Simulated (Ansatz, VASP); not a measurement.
**Two plane-wave programs on LiMg6Mo**

File INCAR:

```
SYSTEM = LiMg6Mo
ALGO = Normal ; EDIFF = 1E-7
ENCUT = 520 ; GGA = PE
ISIF = 2 ; ISMEAR = -1
LASPH = .TRUE. ; LCHARG = .FALSE.
LREAL = .FALSE. ; LWAVE = .FALSE.
NBANDS = 24 ; NELM = 100
PREC = Accurate ; SIGMA = 0.05
```

KPOINTS

```
k-points
0
G
  6 5 5
  0 0 0
```

File POSCAR:

```
LiMg6Mo
1.0
    4.2807246486      0.0000000000      0.0000000000
    0.0000000000      4.1976330314      4.3096691000
    0.0000000000     -4.1976330314      4.3096691000
Mo Mg Li
1 6 1
Direct
    0.0000000000      0.1226350000      0.1226350000
    0.5000000000      0.3540820000      0.3540820000
    0.5000000000      0.8929720000      0.8929720000
    0.5000000000      0.3674410000      0.8804880000
    0.5000000000      0.8804880000      0.3674410000
    0.0000000000      0.1282850000      0.6225930000
    0.0000000000      0.6225930000      0.1282850000
    0.0000000000      0.6315080000      0.6315080000
```

File input.yaml:

```yaml
crystal:
  lattice:
    - [4.2807246486, 0.0, 0.0]
    - [0.0, 4.1976330314, 4.3096691]
    - [0.0, -4.1976330314, 4.3096691]
  atoms:
    - { symbol: Mo, position: [0.0, 0.122635, 0.122635] }
    - { symbol: Mg, position: [0.5, 0.354082, 0.354082] }
    - { symbol: Mg, position: [0.5, 0.892972, 0.892972] }
    - { symbol: Mg, position: [0.5, 0.367441, 0.880488] }
    - { symbol: Mg, position: [0.5, 0.880488, 0.367441] }
    - { symbol: Mg, position: [0.0, 0.128285, 0.622593] }
    - { symbol: Mg, position: [0.0, 0.622593, 0.128285] }
    - { symbol: Li, position: [0.0, 0.631508, 0.631508] }
hamiltonian:
  xc: pbe
  pseudopotentials: { kind: paw }
kpoints:
  mp_grid: { grid: [6, 5, 5] }
scf:
  occupations: { method: fermi_dirac, width: 0.05 }
output:
  forces: true
  stress: true
  eigenvalues: true
  write_density: true
  write_potential: true
  elf: true
  volumetric_format: npy
```

Change from the starting cell: volume scaled by 0.96.

Alike in both runs: task single point; functional PBE; k mesh 6 × 5 × 5; occupations fermi-dirac, width 0.05 eV; no spin polarisation.

```csv
,VASP,Ansatz
version,VASP 6.6.1,Ansatz 0.2.0
potentials or method,"VASP PAW PBE potentials, release 64 (Mo_sv, Mg, Li_sv)",Ansatz PAW
plane-wave cutoff (eV),520,420
valence electrons in the cell,29,77
```

Ansatz gave:

```
gap on the k mesh at the Fermi level (eV) : none
rms of the force components (eV/Å)        : 0.060
```

Which values does VASP return?

gap on the k mesh at the Fermi level (eV): none; rms of the force components (eV/Å): 0.061.

Atom by atom the forces differ by 0.000 eV/Å (rms over components). A gap of «none» marks a metal or a gap that the smearing closes. The two sets of potentials don't hold the same shells in valence.
